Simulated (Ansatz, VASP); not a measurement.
# MnAlGe in two plane-wave programs, part 2 of 2

Wanted: the spread between two codes on one cell, functional and k mesh.

VASP 6.6.1 and Ansatz 0.2.0.

So far. Step 2 (VASP: single point, PBEsol): The run ends at a pressure of -3.86 GPa, with forces up to 0.89 eV/Å.

## (3) Ansatz: single point, PBEsol

Level of this step: Ansatz beside VASP: Kohn-Sham DFT, plane waves, PBEsol (Ansatz).

Ansatz runs on its default PAW (the set named soft_2) files.

The same cell, functional, mesh and smearing now go to Ansatz, which takes its cutoff from its data sets.

input.yaml

```yaml
crystal:
  lattice:
    - [3.914, 0.0, 0.0]
    - [0.0, 3.914, 0.0]
    - [0.0, 0.0, 5.933]
  atoms:
    - { symbol: Ge, position: [0.0, 0.5, 0.72] }
    - { symbol: Ge, position: [0.5, 0.0, 0.28] }
    - { symbol: Mn, position: [0.5, 0.5, 0.0], spin: 4.0 }
    - { symbol: Mn, position: [0.0, 0.0, 0.0], spin: -4.0 }
    - { symbol: Al, position: [0.0, 0.5, 0.273] }
    - { symbol: Al, position: [0.5, 0.0, 0.727] }
hamiltonian:
  xc: pbesol
  pseudopotentials: { kind: paw }
magnetization:
  spin_polarized: true
kpoints:
  mp_grid: { grid: [5, 5, 3] }
scf:
  occupations: { method: methfessel_paxton, width: 0.1 }
  n_extra_bands: 11
output:
  forces: true
  stress: true
  eigenvalues: true
```

On the command line:

```bash
ansatz run input.yaml --threads 4 --pin off --max-ram 9216MiB --backend cpu --events-out ev --progress --plain --runs-dir out
```

Numbers of over 12 decimals in the logs are rounded to 6 here.

Output:

```text
scf.n_extra_bands = 11 over 32 filled bands (N_el = 64.0): the run solves 43 bands
Engine: ansatz 0.2.0, aarch64-unknown-linux-gnu
Pseudopotentials: kind: paw
Pseudopotential: Ge, paw, valence charge 14, recommended cutoff 420 eV (normal), Ge.paw.azcp
Pseudopotential: Mn, paw, valence charge 15, recommended cutoff 420 eV (normal), Mn.paw.azcp
Pseudopotential: Al, paw, valence charge 3, recommended cutoff 420 eV (normal), Al.paw.azcp
Functional definition: PBEsol
  exchange = pbesol_x
  correlation = pbesol_c
Crystal: 6 atoms, lattice volume = 90.890 Å³
Basis set: ecut = 420 eV, 1787 PW (Γ), exchange–correlation on 54×54×80 points (8 copies of the dense FFT grid, shifted against one another)
Bands: 43, of which v1, the nominal top of the filled ones, is band 32 counted from 1 (31 counted from 0)
Symmetry: 8 space group operations
Space group: P-4m2 (ITA 115), of the structure as read, at distance tolerance 4.5e-5 Å
Magnetic group: BNS 129.418 (UNI 1078), of the structure as read, at distance tolerance 4.5e-5 Å
k-points: 12 of 75 (time reversal used)
Non-local potential: Ge, projectors of the file, l = 0: 2, l = 1: 2, l = 2: 3, l = 3: 1
Non-local potential: Mn, projectors of the file, l = 0: 3, l = 1: 2, l = 2: 3, l = 3: 1
Non-local potential: Al, projectors of the file, l = 0: 2, l = 1: 2, l = 2: 1
PAW form: soft (Blöchl's): semilocal exchange-correlation on the pseudo side does not see the compensation charge
PAW frozen core: Ge, regenerated for the run's functional, and the local potential with it (the file was generated under x = pbe(κ = 0.804, μ = 0.219515), c = pbe(β = 0.066725))
PAW frozen core: Mn, regenerated for the run's functional, and the local potential with it (the file was generated under x = pbe(κ = 0.804, μ = 0.219515), c = pbe(β = 0.066725))
PAW frozen core: Al, regenerated for the run's functional, and the local potential with it (the file was generated under x = pbe(κ = 0.804, μ = 0.219515), c = pbe(β = 0.066725))
PAW one-centre angular grid: Ge, 590 points (default); XC on 64 Gauss nodes
PAW one-centre angular grid: Mn, 590 points (default); XC on 64 Gauss nodes
PAW one-centre angular grid: Al, 110 points (default); XC on 64 Gauss nodes
Initial density: superposition of atomic densities (chi_scale 0.1, normalization cell)
Starting moments: Σ|m| = 8 μB on 2 of 6 sites
Starting magnetic order: antiferromagnet; an inversion exchanges its spin sublattices: spin-degenerate at every k-point
Initial wavefunctions: pseudopotential atomic-orbital guess
Functional: x = pbesol(κ = 0.804, μ = 0.123457), c = pbesol(β = 0.046)
SCF iter   1: F=—  HF=-17294.916893 eV  |F-HF|=—  |Δ(HF+E_count)|=         —  Δρ=9.91e-2 (↑9.91e-2 ↓9.91e-2)  dr2=3.35e0  dr2_m=7.58e0  M=0.000 μB ∫|m|=4.436 μB  β_m=0.30  ethr=3.10e-3  ⟨swp⟩=5.7  Hψ=3872  notcnv=0  defer=4
Mixer restart at iter 1: flushing history
preconditioner: auto → Kerker (q_TF=auto, 2.573 Å⁻¹)  [metal: Δε(μ)=0.017 eV  Ē_g=15.474 eV  σ=0.100 eV  W_gap=0.10  n_scr=28 (ndim 8)  ℏωp=27.0 eV  f_vac=0.000  D(μ)=10.82/eV (n_scr^D=144)]
spin=Collinear: Kerker preconditioning applied to the charge; magnetization (m = ρ↑ − ρ↓) channel mixes plain (no charge-response kernel on spin).
SCF iter   2: F=—  HF=-17293.355530 eV  |F-HF|=—  |Δ(HF+E_count)|=    1.56e0  Δρ=5.33e-2 (↑5.33e-2 ↓5.33e-2)  dr2=2.85e0  dr2_m=2.17e0  M=0.002 μB ∫|m|=4.976 μB  β_m=0.46  ethr=3.10e-3  ⟨swp⟩=2.4  Hψ=1484  notcnv=0  defer=78
SCF iter   3: F=—  HF=-17294.608056 eV  |F-HF|=—  |Δ(HF+E_count)|=    1.25e0  Δρ=3.30e-2 (↑3.30e-2 ↓3.29e-2)  dr2=2.03e0  dr2_m=8.09e-1  M=0.003 μB ∫|m|=4.662 μB  β_m=0.73  ethr=3.10e-3  ⟨swp⟩=2.4  Hψ=1416  notcnv=0  defer=78
SCF iter   4: F=—  HF=-17294.211052 eV  |F-HF|=—  |Δ(HF+E_count)|=         —  Δρ=1.13e-2 (↑1.13e-2 ↓8.50e-3)  dr2=2.96e-1  dr2_m=6.83e-2  M=0.316 μB ∫|m|=4.231 μB  β_m=0.73  ethr=3.10e-3  ⟨swp⟩=3.0  Hψ=1569  notcnv=0  defer=88
Mixer restart at iter 4: flushing history
SCF iter   5: F=—  HF=-17294.301303 eV  |F-HF|=—  |Δ(HF+E_count)|=   9.03e-2  Δρ=1.76e-2 (↑3.88e-3 ↓1.76e-2)  dr2=2.42e-1  dr2_m=6.25e-2  M=0.542 μB ∫|m|=4.270 μB  β_m=0.77  ethr=4.63e-4  ⟨swp⟩=2.1  Hψ=1421  notcnv=0  defer=90
SCF iter   6: F=—  HF=-17294.496162 eV  |F-HF|=—  |Δ(HF+E_count)|=   1.95e-1  Δρ=1.17e-2 (↑1.17e-2 ↓8.95e-3)  dr2=3.82e-2  dr2_m=7.32e-2  M=0.570 μB ∫|m|=4.524 μB  β_m=0.80  ethr=3.78e-4  ⟨swp⟩=2.6  Hψ=2000  notcnv=0  defer=93
SCF iter   7: F=—  HF=-17294.466226 eV  |F-HF|=—  |Δ(HF+E_count)|=   2.99e-2  Δρ=3.96e-3 (↑2.06e-3 ↓3.96e-3)  dr2=4.69e-2  dr2_m=2.47e-3  M=0.631 μB ∫|m|=4.524 μB  β_m=0.88  ethr=5.97e-5  ⟨swp⟩=2.0  Hψ=2095  notcnv=0  defer=93
SCF iter   8: F=—  HF=-17294.462545 eV  |F-HF|=—  |Δ(HF+E_count)|=   3.68e-3  Δρ=1.97e-3 (↑1.21e-3 ↓1.97e-3)  dr2=3.79e-3  dr2_m=1.77e-3  M=0.616 μB ∫|m|=4.549 μB  β_m=0.76  ethr=5.97e-5  ⟨swp⟩=2.0  Hψ=1322  notcnv=0  defer=93
[...]
iteration 11: the input's own smearing fills from here on; a Gaussian of 0.1 eV has filled iterations ahead of it
[...]
SCF 1 converged in 21 iterations: F = -17294.447844 eV  dr2 = 3.77e-8
  greatest PAW one-centre occupation: 1.001 electrons in one spin orbital (limit 2), on the Mn atom at site 2 (counted from 0), in its partial waves of l = 1
Initial density: read from a saved state, or passed on in memory by an earlier SCF of this step, an earlier step, the calling program or the single point that the run made first
Starting moments: Σ|m| = 8 μB on 2 of 6 sites; this step starts from the density that it was given
Initial wavefunctions: those read from a saved state, or passed on in memory by an earlier step or the calling program
[...]
preconditioner: auto → Kerker (q_TF=auto, 2.573 Å⁻¹)  [metal: Δε(μ)=0.022 eV  Ē_g=15.673 eV  σ=0.100 eV  W_gap=0.06  n_scr=28 (ndim 8)  ℏωp=27.0 eV  f_vac=0.000  D(μ)=4.81/eV (n_scr^D=36)]
spin=Collinear: Kerker preconditioning applied to the charge; magnetization (m = ρ↑ − ρ↓) channel mixes plain (no charge-response kernel on spin).
[...]
SCF iter  31: F=—  HF=-17294.529651 eV  |F-HF|=—  |Δ(HF+E_count)|=   4.15e-3  Δρ=1.74e-3 (↑1.74e-3 ↓1.21e-3)  dr2=5.81e-4  dr2_m=1.43e-3  M=0.642 μB ∫|m|=4.437 μB  β_m=0.05  ethr=1.48e-7  ⟨swp⟩=3.9  Hψ=2690  notcnv=0  defer=3
SCF iter  32: F=—  HF=-17294.531154 eV  |F-HF|=—  |Δ(HF+E_count)|=   1.50e-3  Δρ=2.40e-3 (↑2.40e-3 ↓1.56e-3)  dr2=1.29e-3  dr2_m=2.60e-3  M=0.833 μB ∫|m|=4.338 μB  β_m=0.56  ethr=1.48e-7  ⟨swp⟩=2.8  Hψ=2057  notcnv=0  defer=3
SCF iter  33: F=—  HF=-17294.529093 eV  |F-HF|=—  |Δ(HF+E_count)|=   2.06e-3  Δρ=1.96e-3 (↑1.96e-3 ↓1.05e-3)  dr2=1.01e-3  dr2_m=1.51e-3  M=0.581 μB ∫|m|=4.474 μB  β_m=0.64  ethr=1.48e-7  ⟨swp⟩=3.0  Hψ=2110  notcnv=0  defer=3
SCF iter  34: F=—  HF=-17294.531826 eV  |F-HF|=—  |Δ(HF+E_count)|=   2.73e-3  Δρ=4.84e-3 (↑4.84e-3 ↓2.34e-3)  dr2=5.89e-3  dr2_m=8.63e-3  M=1.039 μB ∫|m|=4.264 μB  β_m=0.77  ethr=1.48e-7  ⟨swp⟩=3.1  Hψ=2512  notcnv=0  defer=4  recentre
SCF iter  35: F=—  HF=-17294.525852 eV  |F-HF|=—  |Δ(HF+E_count)|=   5.97e-3  Δρ=3.05e-3 (↑3.05e-3 ↓1.50e-3)  dr2=2.26e-3  dr2_m=3.51e-3  M=0.212 μB ∫|m|=4.635 μB  β_m=0.28  ethr=1.48e-7  ⟨swp⟩=3.9  Hψ=2995  notcnv=0  defer=7
SCF iter  36: F=—  HF=-17294.522863 eV  |F-HF|=—  |Δ(HF+E_count)|=   2.99e-3  Δρ=4.81e-3 (↑4.81e-3 ↓2.21e-3)  dr2=5.96e-3  dr2_m=8.32e-3  M=-0.040 μB ∫|m|=4.716 μB  β_m=0.57  ethr=1.48e-7  ⟨swp⟩=3.0  Hψ=2179  notcnv=0  defer=13  recentre
SCF iter  37: F=—  HF=-17294.525782 eV  |F-HF|=—  |Δ(HF+E_count)|=   2.92e-3  Δρ=3.52e-3 (↑3.52e-3 ↓1.52e-3)  dr2=3.32e-3  dr2_m=4.35e-3  M=0.321 μB ∫|m|=4.629 μB  β_m=0.02  ethr=1.48e-7  ⟨swp⟩=3.0  Hψ=2228  notcnv=0  defer=14
SCF iter  38: F=—  HF=-17294.528399 eV  |F-HF|=—  |Δ(HF+E_count)|=   2.62e-3  Δρ=7.19e-4 (↑5.79e-4 ↓7.19e-4)  dr2=8.40e-5  dr2_m=3.05e-4  M=0.369 μB ∫|m|=4.494 μB  β_m=0.09  ethr=1.48e-7  ⟨swp⟩=1.6  Hψ=3424  notcnv=0
SCF iter  39: F=—  HF=-17294.529501 eV  |F-HF|=—  |Δ(HF+E_count)|=   1.10e-3  Δρ=2.02e-3 (↑2.02e-3 ↓1.21e-3)  dr2=9.36e-4  dr2_m=1.73e-3  M=0.648 μB ∫|m|=4.446 μB  β_m=0.12  ethr=1.31e-7  ⟨swp⟩=3.3  Hψ=2699  notcnv=0  recentre
SCF iter  40: F=—  HF=-17294.531620 eV  |F-HF|=—  |Δ(HF+E_count)|=   2.12e-3  Δρ=1.74e-3 (↑1.74e-3 ↓1.34e-3)  dr2=7.27e-4  dr2_m=1.60e-3  M=0.815 μB ∫|m|=4.314 μB  β_m=0.46  ethr=1.31e-7  ⟨swp⟩=1.8  Hψ=3321  notcnv=0
this state was not tested for a lower state beside it, because cold or Methfessel-Paxton smearing, or corrected tetrahedra, fill the levels in a way that the test cannot read (fill_not_monotonic; see scf.lower_state_search)
SCF converged after 21 iterations
Magnetization: 0.5504 μB (32.2752 up, 31.7248 down)
Absolute magnetization: 4.5947 μB (∫|ρ↑−ρ↓|, with the PAW one-centre terms)
Spin contamination: 1.7406 ħ² per cell (⟨S²⟩ above its minimum at these occupations)
Per-site moments (μB) at R_I (Å): [(-0.00311442, 1.058894), (-0.00311442, 1.058894), (2.276422, 1.047889), (-1.748063, 1.047889), (0.000474339, 1.047889), (0.000474339, 1.047889)]
Free energy (F): -17294.447844 eV
Harris-Foulkes:  -17294.447844 eV  (|F-HF|=3.46e-8)
Internal energy: -17294.442278 eV  (E = F + TS)
E sigma→0 (E₀):  -17294.446452 eV
Entropy (-TS):   -0.005566 eV (-0.928 meV/atom)
Fermi energy:    12.179249 eV
--- Per-component energies (eV) ---
  E_band       = -704.155049
  E_kinetic    = 889.267667
  E_local      = -10170.106441  (includes V_loc(G=0)·N_el)
  E_nonlocal   = 1348.259433
  E_hartree    = 4472.984613
  E_xc         = -458.439716
  E_vxc        = -483.278483  (∫ρ·V_xc dr)
  E_paw        = -7411.177392  (= ΣΔE_a)
  E_vpaw       = -1234.281786  (= ΣTr[D̂ρ^β])
  E_aug_tail   = 0.000427  (compensation charges beyond the density's cutoff)
  E_ewald      = -5967.444322
  E_core_change = 2.213451  (= ΣΔE_core)
  E_smearing   = -0.005566  (= −TS)
  E_closure    = -0.000000  (closes the sum)
  Σ components = -17294.447844   (vs F -17294.447844, Δ=0.00e0)
--- Forces (eV/Å), atoms counted from 1 ---
  atom   1  Ge    -0.00000000     0.00000000     0.04730693
  atom   2  Ge     0.00000000     0.00000000    -0.04730693
  atom   3  Mn     0.00000000     0.00000000     0.00000000
  atom   4  Mn    -0.00000000     0.00000000     0.00000000
  atom   5  Al     0.00000000     0.00000000     0.88130387
  atom   6  Al    -0.00000000     0.00000000    -0.88130387
  max |Σ_I F_I| component: 2.78e-17 eV/Å
--- Stress (GPa, compression-positive) ---
       -2.457485       0.000000      -0.000000
        0.000000      -2.457485       0.000000
       -0.000000       0.000000      -5.743425
  P = ⅓ Tr σ = -3.5528 GPa (-35.528 kbar)
--- Band table (eV; the first three rows and the last of 24) ---
  k-point 0 ↑: bands = [... 28 lower, 10.7962, 11.6284, 11.6501, 11.6501, 12.4357, 12.8906, 13.2771, 15.3558, ... 7 higher]
  k-point 1 ↑: bands = [... 28 lower, 10.3073, 11.4434, 11.5631, 11.5631, 12.2689, 13.2777, 13.7974, 13.7974, ... 7 higher]
  k-point 2 ↑: bands = [... 28 lower, 11.0416, 11.4374, 11.5305, 11.8638, 12.4264, 13.0179, 13.2073, 14.5347, ... 7 higher]
  k-point 11 ↓: bands = [... 28 lower, 10.2920, 10.4815, 10.5540, 12.1543, 12.2390, 12.5357, 13.6426, 13.7203, ... 7 higher]
```

Run time: 16 s. Hardware: 4 threads of Arm Neoverse V1, shared host; peak memory 0.53 GiB.

The column dr2 measures how far the density is from self-consistency, as an energy; F and HF (Harris–Foulkes) agree once it is small.

The run ends at a pressure of -3.55 GPa, with forces up to 0.88 eV/Å.

## (4) Side by side

Known differences besides the PAW data sets themselves: the data sets hold 64 valence electrons in Ansatz (default PAW (the set named soft_2) files) and 60 in VASP; the cutoff is 420 eV in Ansatz and 380 eV in VASP; Ansatz makes its cores anew for this functional, VASP keeps those of its PBE data sets; site moments are counted in spheres of each program's own size. Total energies have different zeros and are not compared.

Both answers:

```
          quantity  Ansatz   VASP  difference
    pressure (GPa)   -3.55  -3.86       +0.31
 total moment (μB)    0.55   0.00       +0.55
moment on Mn4 (μB)   -1.75  -2.11       +0.36
moment on Mn3 (μB)    2.28   2.11       +0.16
```

Forces (eV/Å; atoms numbered as in POSCAR):

```
atom        Ansatz x, y, z          VASP x, y, z
 Ge1   0.000, 0.000, 0.047   0.000, 0.000, 0.050
 Ge2  0.000, 0.000, -0.047  0.000, 0.000, -0.050
 Mn3   0.000, 0.000, 0.000   0.000, 0.000, 0.000
 Mn4   0.000, 0.000, 0.000   0.000, 0.000, 0.000
 Al5   0.000, 0.000, 0.881   0.000, 0.000, 0.888
 Al6  0.000, 0.000, -0.881  0.000, 0.000, -0.888
```

The forces differ by 2.5 meV/Å r.m.s., which is 0.8 % of the r.m.s. force of 0.30 eV/Å (both taken over all components). By their total or site moments the two runs ended in different magnetic states: Ansatz, which by default looks for lower states, left the typed order, and VASP kept to its start; the other differences may follow from that, so they don't measure the programs' precision.

## (5) Looking for the cause

The difference is large enough to ask for its cause, so further runs change the set-up of one program at a time, as the table lists.

```
                                                                                             run  difference in total moment (μB)
                                                                                        as above                             0.55
a start from the moments at which VASP ended, with Ansatz's search for lower states switched off                            -0.55
                                  cores kept as stored, as VASP does, whose cores stay as stored                             0.55
```

## (6) Ansatz: single point, PBEsol, DFT+U

A single point gives forces, pressure and levels at one fixed geometry, so differences don't come from the geometry; what else differs is listed under the comparison.

input.yaml, as its differences from that of step 3:

```diff
@@ -9,3 +9,3 @@
     - { symbol: Mn, position: [0.5, 0.5, 0.0], spin: 4.0 }
-    - { symbol: Mn, position: [0.0, 0.0, 0.0], spin: -4.0 }
+    - { symbol: Mn, position: [0.0, 0.0, 0.0], spin: 4.0 }
     - { symbol: Al, position: [0.0, 0.5, 0.273] }
@@ -15,2 +15,3 @@
   pseudopotentials: { kind: paw }
+  hubbard: { sites: [{ species: Mn, l: d, u_eff: 3.0 }] }
 magnetization:
@@ -26 +27,5 @@
   eigenvalues: true
+  write_density: true
+  write_potential: true
+  elf: true
+  volumetric_format: npy
```

Output:

```text
[...]
k-point 1 ↑: bands = [... 28 lower, 9.3047, 9.7270, 10.1859, 10.2728, 10.2728, 10.6524, 12.9757, 12.9757, ... 7 higher]
  k-point 2 ↑: bands = [... 28 lower, 9.0054, 9.2051, 9.3462, 9.5096, 11.0899, 11.4383, 11.8819, 14.3063, ... 7 higher]
  k-point 11 ↓: bands = [... 28 lower, 12.0244, 12.2164, 13.7319, 14.1453, 14.2296, 14.3190, 14.8649, 15.2802, ... 7 higher]
Occupation matrices written to <dir>
[key lines of the parts left out:]
SCF converged after 21 iterations
Magnetization: 6.0927 μB (35.0463 up, 28.9537 down)
Free energy (F): -17290.042535 eV
Fermi energy:    12.283630 eV
P = ⅓ Tr σ = 6.2747 GPa (62.747 kbar)
```

Run time: 4.4 s. Hardware: 4 threads; peak memory 0.56 GiB; 16 s of CPU time.

The run ends at a pressure of 6.27 GPa, with forces up to 1.7 eV/Å.

## (7) VASP: single point, PBEsol, DFT+U

The same cell, functional, mesh and smearing now go to VASP, with its own data sets and cutoff.

INCAR

```
SYSTEM = MnAlGe
PREC = Accurate
ENCUT = 380
EDIFF = 1E-06
NELM = 150
ISMEAR = 1
SIGMA = 0.1
LREAL = .FALSE.
ALGO = Normal
GGA = PS
NBANDS = 50
ISPIN = 2
MAGMOM = 0 0 4 4 0 0
LDAU = .TRUE.
LDAUTYPE = 2
LDAUL = -1 2 -1
LDAUU = 0 3 0
LDAUJ = 0 0 0
LDAUPRINT = 1
LASPH = .TRUE.
LMAXMIX = 4
LORBIT = 11
LWAVE = .FALSE.
LCHARG = .FALSE.
KPAR = 2
AMIX = 0.2
BMIX = 1E-04
AMIX_MAG = 0.8
BMIX_MAG = 1E-04
NEDOS = 1200
```

POSCAR

```
MnAlGe
1.0
    3.9140000000      0.0000000000      0.0000000000
    0.0000000000      3.9140000000      0.0000000000
    0.0000000000      0.0000000000      5.9330000000
Ge Mn Al
2 2 2
Direct
    0.0000000000      0.5000000000      0.7200000000
    0.5000000000      0.0000000000      0.2800000000
    0.5000000000      0.5000000000      0.0000000000
    0.0000000000      0.0000000000      0.0000000000
    0.0000000000      0.5000000000      0.2730000000
    0.5000000000      0.0000000000      0.7270000000
```

KPOINTS

```
Automatic mesh
0
Gamma
5 5 3
0 0 0
```

PAW data sets: Ge_d, Mn_pv and Al (PBE family, release 64).

On the command line:

```bash
mpirun -np 2 vasp_std
```

Output:

```text
[banner, memory and clock lines left out]
running    2 mpi-ranks, on    1 nodes
[...]
[... a notice as in an earlier step ...]

 LDA part: xc-table for (Slater+PW92), standard interpolation
 POSCAR, INCAR and KPOINTS ok, starting setup
[...]
entering main loop
       N       E                     dE             d eps       ncg     rms          rms(c)
DAV:   1     0.557096363187E+03    0.55710E+03   -0.23884E+04  3310   0.225E+03
DAV:   2     0.489479990646E+02   -0.50815E+03   -0.47156E+03  2400   0.568E+02
DAV:   3    -0.313231497277E+02   -0.80271E+02   -0.78024E+02  2606   0.153E+02
DAV:   4    -0.348286584520E+02   -0.35055E+01   -0.34933E+01  2738   0.351E+01
[...]
DAV:  15    -0.333567385167E+02   -0.36226E-04   -0.22843E-05  2474   0.312E-02    0.165E-02
DAV:  16    -0.333567404855E+02   -0.19688E-05   -0.11944E-05  2276   0.181E-02    0.109E-02
DAV:  17    -0.333567407989E+02   -0.31343E-06   -0.17375E-06  1960   0.108E-02
   1 F= -.33356741E+02 E0= -.33357375E+02  d E =0.190164E-02  mag=     6.0934
```

OUTCAR, selected parts (step 7):

```text
  Total        3.5366259      3.5366259      2.5882610      0.0000000     -0.0000000      0.0000000
  in kB       62.3424280     62.3424280     45.6249770      0.0000000     -0.0000000      0.0000000
  external PRESSURE =      56.7699444 kB  Pullay stress =       0.0000000 kB

 POSITION                                       TOTAL-FORCE (eV/Angst)
 -----------------------------------------------------------------------------------
      0.00000      1.95700      4.27176        -0.000000      0.000000     -0.912462
      1.95700      0.00000      1.66124         0.000000      0.000000      0.912462
      1.95700      1.95700      0.00000         0.000000     -0.000000      0.000000
      0.00000      0.00000      0.00000         0.000000      0.000000      0.000000
      0.00000      1.95700      1.61971        -0.000000      0.000000      1.697756
      1.95700      0.00000      4.31329        -0.000000     -0.000000     -1.697756
 -----------------------------------------------------------------------------------
    total drift:                                0.000000      0.000000      0.000000

  FREE ENERGIE OF THE ION-ELECTRON SYSTEM (eV)
  ---------------------------------------------------
  free  energy   TOTEN  =       -33.3567407989 eV

  energy  without entropy=      -33.3586424358  energy(sigma->0) =      -33.35737468

 magnetization (x)
# of ion       s       p       d       tot
------------------------------------------
    1       -0.003  -0.104  -0.003  -0.110
    2       -0.003  -0.104  -0.003  -0.110
    3        0.015   0.026   3.247   3.288
    4        0.015   0.026   3.247   3.288
    5       -0.032  -0.034   0.000  -0.067
    6       -0.032  -0.034   0.000  -0.067
--------------------------------------------------
tot         -0.041  -0.225   6.489   6.223

[... 1 part as in an earlier step ...]

[... 2 further parts left out ...]
[key lines of the parts left out:]
E-fermi :   8.2285
```

A U on the itinerant d states of such a compound is hard to justify; it moves the bands at the Fermi level and favours large moments.

## (8) Side by side

What differs besides the data sets and the points named for the pairs above, as far as they apply: U acts on the PAW sphere in VASP and on atomic orbitals in Ansatz, so only states and trends compare. Total energies have different zeros and are not compared.

Both answers:

```
          quantity  Ansatz   VASP  difference
    pressure (GPa)    6.27   5.68       +0.60
 total moment (μB)    6.09   6.09        0.00
moment on Mn4 (μB)    3.20   3.29       -0.09
moment on Mn3 (μB)    3.20   3.29       -0.09
moment on Ge2 (μB)   -0.09  -0.11       +0.02
moment on Ge1 (μB)   -0.09  -0.11       +0.02
moment on Al5 (μB)   -0.08  -0.07       -0.02
moment on Al6 (μB)   -0.08  -0.07       -0.02
```

Forces (eV/Å; atoms numbered as in POSCAR):

```
atom        Ansatz x, y, z          VASP x, y, z
 Ge1  0.000, 0.000, -0.939  0.000, 0.000, -0.912
 Ge2   0.000, 0.000, 0.939   0.000, 0.000, 0.912
 Mn3   0.000, 0.000, 0.000   0.000, 0.000, 0.000
 Mn4   0.000, 0.000, 0.000   0.000, 0.000, 0.000
 Al5   0.000, 0.000, 1.692   0.000, 0.000, 1.698
 Al6  0.000, 0.000, -1.692  0.000, 0.000, -1.698
```

The forces differ by 9.0 meV/Å r.m.s., which is 1.4 % of the r.m.s. force of 0.64 eV/Å (both taken over all components).

## (9) Outcome

```
difference in total moment (single point, PBEsol)         : 0.55 μB
difference in moment on Mn4 (single point, PBEsol, DFT+U) : -0.086 μB
```

In words: The difference in total moment is 0.55 μB (single point, PBEsol). The runs ended with unlike moments, so this pair says little about numerical agreement. For single point, PBEsol: no further run halves the difference in total moment; only Ansatz's side was varied. How closely two codes agree says nothing of how well the functional describes the real material.

[Lines on the potential files, build, host, timing and source positions are cut from VASP's logs without a mark.]

[Logs are printed without paths, hosts, clocks, repeated set-up lines and the standing remarks that a program may print on its own settings, such as how far it seeks lower states.]

[Hosts, paths, dates, database ids (printed as entryN), source tags and the programs' standing remarks are cut or masked in the printed files.]
